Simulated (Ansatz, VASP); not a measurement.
# KSrBiWO6: VASP beside Ansatz

Aim: how closely do two programs agree when they are given the same cell, functional and k mesh? The cell is taken from a series of runs on this material, whose earlier steps may have relaxed, scaled, displaced or heated it; both programs get it as it stands.

Method: plane waves, with VASP 6.6.1 beside it; dielectric response at PBE, in Ansatz 0.2.0.

## Step 1: The structure

Symmetry: F-43m, No. 216, cubic system. The conventional cell has a = 8.545 Å, b = 8.545 Å, c = 8.545 Å, α = 90.00°, β = 90.00°, γ = 90.00°. K has 12 O at 3.03 Å nearest. Nearest to Sr lie 12 O at 3.03 Å. Nearest to Bi lie 6 O at 2.34 Å. W has 6 O at 1.94 Å nearest. O has 1 W at 1.94 Å and 1 Bi at 2.34 Å and 2 K at 3.03 Å and 2 Sr at 3.03 Å nearest. Farther neighbours and most contacts between anions are not listed.

Structure file:

```
K Sr Bi W O
1.0
     0.00000    4.27242    4.27242
     4.27242    0.00000    4.27242
     4.27242    4.27242    0.00000
K Sr Bi W O
1 1 1 1 6
Direct
  0.25000 0.25000 0.25000
  0.75000 0.75000 0.75000
  0.00000 0.00000 0.00000
  0.50000 0.50000 0.50000
  0.72648 0.27352 0.27352
  0.27352 0.72648 0.72648
  0.72648 0.72648 0.27352
  0.27352 0.27352 0.72648
  0.27352 0.72648 0.27352
  0.72648 0.27352 0.72648
```

## Step 2: VASP: dielectric response, PBE

The response to a field tests empty states and converges slowly with the mesh.

Lines of VASP's logs that name or quote its potential files are left out, and so is its time.

Input file INCAR:

```
SYSTEM = KSrBiWO6
PREC = Accurate
ENCUT = 520
EDIFF = 1E-08
NELM = 120
ISMEAR = 0
SIGMA = 0.01
LREAL = .FALSE.
ALGO = Normal
GGA = PE
NBANDS = 48
LASPH = .TRUE.
LORBIT = 11
LWAVE = .FALSE.
LCHARG = .FALSE.
ISIF = 2
LEPSILON = .TRUE.
GGA_COMPAT = .FALSE.
EFERMI = MIDGAP
KPAR = 2
```

Input file POSCAR:

```
KSrBiWO6
1.0
    0.0000000000      4.2724177200      4.2724177200
    4.2724177200      0.0000000000      4.2724177200
    4.2724177200      4.2724177200      0.0000000000
K Sr Bi W O
1 1 1 1 6
Direct
    0.2500000000      0.2500000000      0.2500000000
    0.7500000000      0.7500000000      0.7500000000
    0.0000000000      0.0000000000      0.0000000000
    0.5000000000      0.5000000000      0.5000000000
    0.7264775472      0.2735224528      0.2735224528
    0.2735224528      0.7264775472      0.7264775472
    0.7264775472      0.7264775472      0.2735224528
    0.2735224528      0.2735224528      0.7264775472
    0.2735224528      0.7264775472      0.2735224528
    0.7264775472      0.2735224528      0.7264775472
```

Input file KPOINTS:

```
Automatic mesh
0
Gamma
4 4 4
0 0 0
```

The projector-augmented-wave data sets are K_sv, Sr_sv, Bi_d, W and O (PBE family, release 64).

Started as:

```bash
mpirun -np 2 vasp_std
```

Numbers of over 12 decimals in the logs are rounded to 6 here.

The program printed:

```text
[banner, memory and clock lines left out]
running    2 mpi-ranks, on    1 nodes
 distrk:  each k-point on    1 cores,    2 groups
 distr:  one band on    1 cores,    1 groups

 POSCAR found type information on POSCAR K SrBiW O
 POSCAR found :  5 types and      10 ions
 LDA part: xc-table for (Slater+PW92), standard interpolation
 POSCAR, INCAR and KPOINTS ok, starting setup
 FFT: planning ... GRIDC
 FFT: planning ... GRID_SOFT
 FFT: planning ... GRID
 WAVECAR not read
 entering main loop
       N       E                     dE             d eps       ncg     rms          rms(c)
DAV:   1     0.744495047378E+03    0.74450E+03   -0.38361E+04   768   0.162E+03
DAV:   2     0.174571599323E+02   -0.72704E+03   -0.69424E+03   840   0.446E+02
DAV:   3    -0.809414503264E+02   -0.98399E+02   -0.96946E+02  1000   0.169E+02
DAV:   4    -0.851538801527E+02   -0.42124E+01   -0.41828E+01  1104   0.345E+01
DAV:   5    -0.853739977075E+02   -0.22012E+00   -0.21983E+00  1272   0.610E+00    0.515E+01
DAV:   6    -0.704375169760E+02    0.14936E+02   -0.80581E+01  1056   0.505E+01    0.163E+01
DAV:   7    -0.698735325280E+02    0.56398E+00   -0.77154E+00   928   0.139E+01    0.148E+01
DAV:   8    -0.697138821216E+02    0.15965E+00   -0.88079E-01   992   0.553E+00    0.318E+00
DAV:   9    -0.696976704848E+02    0.16212E-01   -0.11482E-01  1152   0.169E+00    0.365E-01
DAV:  10    -0.696990383451E+02   -0.13679E-02   -0.10092E-02  1192   0.475E-01    0.266E-01
DAV:  11    -0.697001068745E+02   -0.10685E-02   -0.26066E-03  1128   0.305E-01    0.113E-01
DAV:  12    -0.697001262628E+02   -0.19388E-04   -0.52725E-04  1016   0.120E-01    0.753E-02
DAV:  13    -0.697001353107E+02   -0.90480E-05   -0.32778E-05  1040   0.298E-02    0.136E-02
DAV:  14    -0.697001353890E+02   -0.78281E-07   -0.40064E-06  1296   0.111E-02    0.781E-03
DAV:  15    -0.697001357047E+02   -0.31567E-06   -0.13253E-06  1000   0.616E-03    0.180E-03
DAV:  16    -0.697001357070E+02   -0.22574E-08   -0.88676E-08  1152   0.150E-03
   1 F= -.69700136E+02 E0= -.69700136E+02  d E =0.000000E+00
 Linear response reoptimize wavefunctions to high precision
DAV:   1    -0.697001356280E+02    0.78981E-07   -0.35650E-08   904   0.103E-03
DAV:   2    -0.697001356284E+02   -0.42019E-09   -0.21124E-09   576   0.266E-04
DAV:   3    -0.697001356283E+02    0.81855E-10   -0.34143E-10   576   0.123E-04
 Linear response G [H, r] |phi>, progress :
  Direction:   1
       N       E                     dE             d eps       ncg     rms
RMM:   1    -0.281576928156E+03   -0.28158E+03    0.11797E+03  1369   0.184E+02
RMM:   2    -0.279387830324E+03    0.21891E+01   -0.96189E+01  1353   0.465E+01
RMM:   3    -0.281484684461E+03   -0.20969E+01   -0.16985E+01  1635   0.143E+01
RMM:   4    -0.281878056046E+03   -0.39337E+00   -0.29618E+00  1786   0.509E+00
RMM:   5    -0.282023658620E+03   -0.14560E+00   -0.68145E-01  1875   0.217E+00
RMM:   6    -0.282068350832E+03   -0.44692E-01   -0.20401E-01  1983   0.104E+00
RMM:   7    -0.282079840680E+03   -0.11490E-01   -0.77769E-02  2035   0.559E-01
RMM:   8    -0.282084104815E+03   -0.42641E-02   -0.59976E-02  2063   0.336E-01
RMM:   9    -0.282086031451E+03   -0.19266E-02   -0.98347E-03  2049   0.221E-01
RMM:  10    -0.282087016728E+03   -0.98528E-03   -0.32857E-03  2036   0.153E-01
RMM:  11    -0.282087471643E+03   -0.45491E-03    0.49856E-03  2013   0.108E-01
RMM:  12    -0.282087679574E+03   -0.20793E-03    0.11784E-03  1992   0.782E-02
RMM:  13    -0.282087829835E+03   -0.15026E-03    0.18073E-03  1963   0.577E-02
RMM:  14    -0.282087851801E+03   -0.21965E-04    0.26276E-03  1938   0.431E-02
[...]
RMM:  20    -0.282087937387E+03   -0.71053E-06   -0.27271E-04  1868   0.113E-02
RMM:  21    -0.282087938557E+03   -0.11705E-05   -0.69819E-04  1876   0.988E-03
RMM:  22    -0.282087937641E+03    0.91596E-06    0.84627E-05  1881   0.893E-03
RMM:  23    -0.282087938017E+03   -0.37550E-06   -0.35496E-04  1893   0.823E-03
RMM:  24    -0.282087936870E+03    0.11467E-05    0.46665E-04  1902   0.779E-03
RMM:  25    -0.282087937806E+03   -0.93592E-06    0.13198E-04  1910   0.745E-03
RMM:  26    -0.282087937483E+03    0.32296E-06    0.12707E-04  1923   0.724E-03
RMM:  27    -0.282087937467E+03    0.16130E-07    0.24943E-04  1941   0.708E-03
 Linear response G [H, r] |phi>, progress :
  Direction:   2
       N       E                     dE             d eps       ncg     rms
RMM:   1    -0.286957815683E+03   -0.28696E+03    0.11239E+03  1364   0.183E+02
RMM:   2    -0.284388874595E+03    0.25689E+01   -0.88521E+01  1345   0.461E+01
[...]
RMM:  26    -0.222222069721E+01    0.37081E-06   -0.10895E-05  3709   0.676E-04    0.682E-04
RMM:  27    -0.222221860911E+01    0.20881E-05   -0.58130E-06  3786   0.639E-04    0.440E-04
RMM:  28    -0.222221620419E+01    0.24049E-05   -0.13387E-05  3810   0.587E-04    0.261E-04
RMM:  29    -0.222221585554E+01    0.34865E-06   -0.48566E-06  3789   0.569E-04    0.142E-04
RMM:  30    -0.222221482810E+01    0.10274E-05   -0.70143E-06  3842   0.533E-04    0.713E-05
RMM:  31    -0.222221495145E+01   -0.12336E-06   -0.30287E-06  3602   0.495E-04    0.538E-05
RMM:  32    -0.222221535343E+01   -0.40198E-06   -0.45725E-06  3531   0.478E-04    0.230E-05
RMM:  33    -0.222221543544E+01   -0.82015E-07   -0.35697E-06  3462   0.464E-04    0.255E-05
RMM:  34    -0.222221550563E+01   -0.70185E-07   -0.54163E-06  3259   0.453E-04    0.133E-05
RMM:  35    -0.222221560706E+01   -0.10143E-06   -0.22960E-06  3222   0.445E-04    0.226E-05
RMM:  36    -0.222221561923E+01   -0.12176E-07   -0.62639E-06  3169   0.439E-04    0.123E-05
RMM:  37    -0.222221566248E+01   -0.43242E-07   -0.28748E-06  3159   0.434E-04    0.178E-05
RMM:  38    -0.222221567187E+01   -0.93932E-08   -0.64360E-06  3118   0.430E-04    0.133E-05
RMM:  39    -0.222221567483E+01   -0.29600E-08   -0.34051E-06  3131   0.427E-04    0.211E-05
RMM:  40    -0.222221565421E+01    0.20615E-07   -0.64428E-06  3094   0.424E-04    0.170E-05
RMM:  41    -0.222221568027E+01   -0.26060E-07   -0.40319E-06  3069   0.422E-04    0.236E-05
RMM:  42    -0.222221566126E+01    0.19015E-07   -0.55199E-06  3068   0.420E-04    0.216E-05
RMM:  43    -0.222221568472E+01   -0.23462E-07   -0.44599E-06  3029   0.418E-04    0.266E-05
RMM:  44    -0.222221566759E+01    0.17132E-07   -0.56446E-06  3038   0.418E-04    0.253E-05
 change of polarisation eV/A/(eV/A) component  1 :     4.136     0.530     0.135
 dielectric tensor                  component  1 :     5.798     0.615     0.157
 Linear response to external field, progress :
  Direction:   2
       N       E                     dE             d eps       ncg     rms          rms(c)
RMM:   1    -0.193279427480E+01   -0.19328E+01   -0.94454E+00  3515   0.597E+00
RMM:   2    -0.219388765963E+01   -0.26109E+00   -0.16559E-01  3583   0.150E+00    0.275E+00
RMM:   3    -0.211950910046E+01    0.74379E-01   -0.51984E-01  3265   0.232E+00    0.170E+00
RMM:   4    -0.212455765076E+01   -0.50486E-02   -0.74992E-02  3350   0.116E+00    0.909E-01
RMM:   5    -0.219804462698E+01   -0.73487E-01   -0.34485E-02  3398   0.880E-01    0.226E-01
RMM:   6    -0.221453943911E+01   -0.16495E-01   -0.11791E-02  3904   0.359E-01    0.127E-01
RMM:   7    -0.221914089121E+01   -0.46015E-02   -0.36432E-03  4006   0.194E-01    0.397E-02
RMM:   8    -0.222159126567E+01   -0.24504E-02   -0.14063E-03  4175   0.921E-02    0.173E-02
RMM:   9    -0.222207691208E+01   -0.48565E-03   -0.36461E-04  4344   0.522E-02    0.912E-03
RMM:  10    -0.222218767484E+01   -0.11076E-03   -0.31062E-04  4385   0.334E-02    0.636E-03
RMM:  11    -0.222225522136E+01   -0.67547E-04   -0.92096E-05  4371   0.226E-02    0.176E-03
RMM:  12    -0.222216064991E+01    0.94571E-04    0.20616E-04  4404   0.161E-02    0.362E-03
RMM:  13    -0.222217328475E+01   -0.12635E-04   -0.22585E-04  4571   0.111E-02    0.352E-03
RMM:  14    -0.222213446653E+01    0.38818E-04   -0.10708E-04  3992   0.849E-03    0.874E-03
[...]
RMM:  30    -0.222221849615E+01    0.10972E-05    0.25376E-06  3735   0.523E-04    0.596E-05
RMM:  31    -0.222221838213E+01    0.11402E-06    0.90222E-06  3557   0.498E-04    0.512E-05
RMM:  32    -0.222221851417E+01   -0.13204E-06    0.35038E-06  3473   0.482E-04    0.318E-05
RMM:  33    -0.222221872582E+01   -0.21165E-06    0.10399E-05  3521   0.472E-04    0.147E-05
RMM:  34    -0.222221879102E+01   -0.65206E-07    0.68126E-06  3337   0.461E-04    0.122E-05
RMM:  35    -0.222221886245E+01   -0.71431E-07    0.10376E-05  3237   0.452E-04    0.115E-05
RMM:  36    -0.222221886547E+01   -0.30165E-08    0.90841E-06  3157   0.447E-04    0.109E-05
RMM:  37    -0.222221888358E+01   -0.18107E-07    0.10522E-05  3137   0.441E-04    0.124E-05
 change of polarisation eV/A/(eV/A) component  2 :     0.530     4.136     0.059
 dielectric tensor                  component  2 :     0.615     5.798     0.068
 Linear response to external field, progress :
  Direction:   3
       N       E                     dE             d eps       ncg     rms          rms(c)
RMM:   1    -0.193140311984E+01   -0.19314E+01   -0.94315E+00  3502   0.597E+00
RMM:   2    -0.219383730490E+01   -0.26243E+00   -0.16461E-01  3557   0.150E+00    0.275E+00
RMM:   3    -0.211945886698E+01    0.74378E-01   -0.52052E-01  3255   0.232E+00    0.170E+00
RMM:   4    -0.212456176064E+01   -0.51029E-02   -0.75410E-02  3340   0.116E+00    0.909E-01
RMM:   5    -0.219806823715E+01   -0.73506E-01   -0.34534E-02  3377   0.879E-01    0.226E-01
RMM:   6    -0.221453928827E+01   -0.16471E-01   -0.11651E-02  3879   0.358E-01    0.127E-01
RMM:   7    -0.221913757201E+01   -0.45983E-02   -0.33367E-03  3975   0.193E-01    0.396E-02
RMM:   8    -0.222160369320E+01   -0.24661E-02   -0.14436E-03  4147   0.912E-02    0.175E-02
RMM:   9    -0.222206907471E+01   -0.46538E-03   -0.42198E-04  4304   0.521E-02    0.909E-03
RMM:  10    -0.222217971112E+01   -0.11064E-03   -0.39261E-04  4377   0.331E-02    0.635E-03
RMM:  11    -0.222225670614E+01   -0.76995E-04    0.11948E-04  4354   0.223E-02    0.176E-03
RMM:  12    -0.222215449140E+01    0.10221E-03   -0.16547E-04  4347   0.159E-02    0.372E-03
RMM:  13    -0.222216828135E+01   -0.13790E-04   -0.11101E-04  4593   0.110E-02    0.384E-03
RMM:  14    -0.222213717806E+01    0.31103E-04   -0.12984E-04  4027   0.830E-03    0.824E-03
[...]
RMM:  35    -0.222221864958E+01   -0.87970E-07   -0.34293E-06  3205   0.454E-04    0.302E-05
RMM:  36    -0.222221868844E+01   -0.38863E-07   -0.73934E-06  3204   0.449E-04    0.221E-05
RMM:  37    -0.222221879512E+01   -0.10668E-06   -0.50154E-06  3184   0.444E-04    0.276E-05
RMM:  38    -0.222221887690E+01   -0.81774E-07   -0.60782E-06  3153   0.440E-04    0.242E-05
RMM:  39    -0.222221887310E+01    0.37938E-08   -0.67317E-06  3134   0.437E-04    0.203E-05
RMM:  40    -0.222221887655E+01   -0.34519E-08   -0.63037E-06  3138   0.435E-04    0.140E-05
RMM:  41    -0.222221898900E+01   -0.11244E-06   -0.74450E-06  3129   0.433E-04    0.126E-05
RMM:  42    -0.222221892999E+01    0.59007E-07   -0.65068E-06  3076   0.431E-04    0.625E-06
 change of polarisation eV/A/(eV/A) component  3 :     0.316     0.349     4.136
 dielectric tensor                  component  3 :     0.367     0.405     5.798
 Born effective charges drift removed
```

From OUTCAR (step 2):

```text
ion  position               nearest neighbor table
   1  0.250  0.250  0.250-   3 3.70   3 3.70   3 3.70   3 3.70   2 4.27   2 4.27   2 4.27   2 4.27
                             2 4.27   2 4.27
   2  0.750  0.750  0.750-   6 3.03   8 3.03   9 3.03   5 3.03   8 3.03  10 3.03   5 3.03   7 3.03
                             9 3.03   6 3.03   7 3.03  10 3.03   3 3.70   4 3.70   4 3.70   4 3.70
   3  0.000  0.000  0.000-   5 2.34   6 2.34   7 2.34   8 2.34   9 2.34  10 2.34   2 3.70   2 3.70
                             1 3.70   2 3.70   2 3.70   1 3.70   1 3.70   1 3.70
   4  0.500  0.500  0.500-   5 1.94   6 1.94   7 1.94   8 1.94   9 1.94  10 1.94   2 3.70   2 3.70
                             2 3.70   2 3.70
   5  0.726  0.274  0.274-   4 1.94   3 2.34   2 3.03   2 3.03
   6  0.274  0.726  0.726-   4 1.94   3 2.34   2 3.03   2 3.03
   7  0.726  0.726  0.274-   4 1.94   3 2.34   2 3.03   2 3.03
   8  0.274  0.274  0.726-   4 1.94   3 2.34   2 3.03   2 3.03
   9  0.274  0.726  0.274-   4 1.94   3 2.34   2 3.03   2 3.03
  10  0.726  0.274  0.726-   4 1.94   3 2.34   2 3.03   2 3.03

  LATTYP: Found a face centered cubic cell.
 ALAT       =     8.5448354400

 Subroutine GETGRP returns: Found 24 space group operations
 (whereof 24 operations were pure point group operations)

The static configuration has the point symmetry T_d .

 Found      8 irreducible k-points:

   k-points           NKPTS =      8   k-points in BZ     NKDIM =      8   number of bands    NBANDS=     48

   dimension x,y,z NGX =    48 NGY =   48 NGZ =   48
   dimension x,y,z NGXF=    96 NGYF=   96 NGZF=   96

   ENCUT  =  520.0 eV  38.22 Ry    6.18 a.u.  11.23 11.23 11.23*2*pi/ulx,y,z

   NELECT =      76.0000    total number of electrons

 k-points in reciprocal lattice and weights: Automatic mesh
   0.00000000  0.00000000  0.00000000       0.016
   0.25000000  0.00000000  0.00000000       0.125
   0.50000000  0.00000000  0.00000000       0.062
   0.25000000  0.25000000  0.00000000       0.094
   0.50000000  0.25000000  0.00000000       0.375
  -0.25000000  0.25000000  0.00000000       0.188
   0.50000000  0.50000000  0.00000000       0.047
  -0.25000000  0.50000000  0.25000000       0.094

 average (electrostatic) potential at core
       1 -32.7497       2 -37.8063       3-107.1332       4 -43.9750       5 -71.1003
       6 -71.1003       7 -71.1003       8 -71.1003       9 -71.1003      10 -71.1003

  Total       -0.6508093     -0.6508093     -0.6508093     -0.0000000      0.0000000     -0.0000000
  in kB       -6.6851820     -6.6851820     -6.6851820     -0.0000000      0.0000000     -0.0000000
  external PRESSURE =      -6.6851820 kB  Pullay stress =       0.0000000 kB

  energy-cutoff  :      520.00
  volume of cell :      155.97
      direct lattice vectors                 reciprocal lattice vectors
     0.000000000  4.272417720  4.272417720    -0.117029755  0.117029755  0.117029755
     4.272417720  0.000000000  4.272417720     0.117029755 -0.117029755  0.117029755
     4.272417720  4.272417720  0.000000000     0.117029755  0.117029755 -0.117029755

 POSITION                                       TOTAL-FORCE (eV/Angst)
 -----------------------------------------------------------------------------------
      2.13621      2.13621      2.13621         0.000000     -0.000000     -0.000000
      6.40863      6.40863      6.40863         0.000000     -0.000000     -0.000000
      0.00000      0.00000      0.00000         0.000000     -0.000000     -0.000000
      4.27242      4.27242      4.27242         0.000000     -0.000000     -0.000000
      2.33720      4.27242      4.27242        -0.161295     -0.000000     -0.000000
      6.20763      4.27242      4.27242         0.161295     -0.000000     -0.000000
      4.27242      4.27242      6.20763         0.000000     -0.000000      0.161295
      4.27242      4.27242      2.33720         0.000000     -0.000000     -0.161295
      4.27242      2.33720      4.27242         0.000000     -0.161295     -0.000000
      4.27242      6.20763      4.27242         0.000000      0.161295     -0.000000
 -----------------------------------------------------------------------------------
    total drift:                               -0.000000     -0.000000     -0.000000

 MACROSCOPIC STATIC DIELECTRIC TENSOR (including local field effects in DFT)
 ------------------------------------------------------
           5.798403     0.000000     0.000000
           0.000000     5.798403     0.000000
           0.000000    -0.000000     5.798403
 ------------------------------------------------------

 PIEZOELECTRIC TENSOR (including local field effects)  for field in x, y, z        (C/m^2)
          XX          YY          ZZ          XY          YZ          ZX
  --------------------------------------------------------------------------------
  x    -0.00000    -0.00000     0.00000    -0.00000     0.06228     0.00000
  y    -0.00000     0.00000    -0.00000     0.00000    -0.00000     0.06228
  z    -0.00000    -0.00000    -0.00000     0.06228     0.00000     0.00000

 BORN EFFECTIVE CHARGES (including local field effects) (in |e|, cummulative output)
 ---------------------------------------------------------------------------------
 ion    1
    1     1.20883     0.00000     0.00000
    2     0.00000     1.20883    -0.00000
    3     0.00000    -0.00000     1.20883
 ion    2
    1     2.65575     0.00000     0.00000
    2     0.00000     2.65575    -0.00000
    3     0.00000    -0.00000     2.65575
 ion    3
    1     6.08559     0.00000     0.00000
    2     0.00000     6.08559     0.00000
    3     0.00000    -0.00000     6.08559
 ion    4
    1     9.23237    -0.00000     0.00000
    2     0.00000     9.23237     0.00000
    3     0.00000     0.00000     9.23237
 ion    5
    1    -6.74706    -0.00000     0.00000
    2    -0.00000    -1.42211     0.12220
    3     0.00000     0.12220    -1.42211
 ion    6
    1    -6.74706     0.00000     0.00000
    2    -0.00000    -1.42211    -0.12220
    3    -0.00000    -0.12220    -1.42211
 ion    7
    1    -1.42211    -0.12220     0.00000
    2    -0.12220    -1.42211    -0.00000
    3    -0.00000    -0.00000    -6.74706
 ion    8
    1    -1.42211     0.12220     0.00000
    2     0.12220    -1.42211     0.00000
    3    -0.00000     0.00000    -6.74706
 ion    9
    1    -1.42211    -0.00000     0.12220
    2     0.00000    -6.74706     0.00000
    3     0.12220     0.00000    -1.42211
 ion   10
    1    -1.42211     0.00000    -0.12220
    2     0.00000    -6.74706    -0.00000
    3    -0.12220     0.00000    -1.42211
```

This run has no spin polarisation, so a moment on W, if there is one, isn't seen. The data set W keeps the semicore shell frozen, which is cheaper and a little less accurate.

[end of part 1 of 2]

[Lines on the potential files, build, host, timing and source positions are cut from VASP's logs without a mark.]

[Logs are printed without paths, hosts, clocks, repeated set-up lines and the standing remarks that a program may print on its own settings, such as how far it seeks lower states.]

[Hosts, paths, dates, database ids (printed as entryN), source tags and the programs' standing remarks are cut or masked in the printed files.]
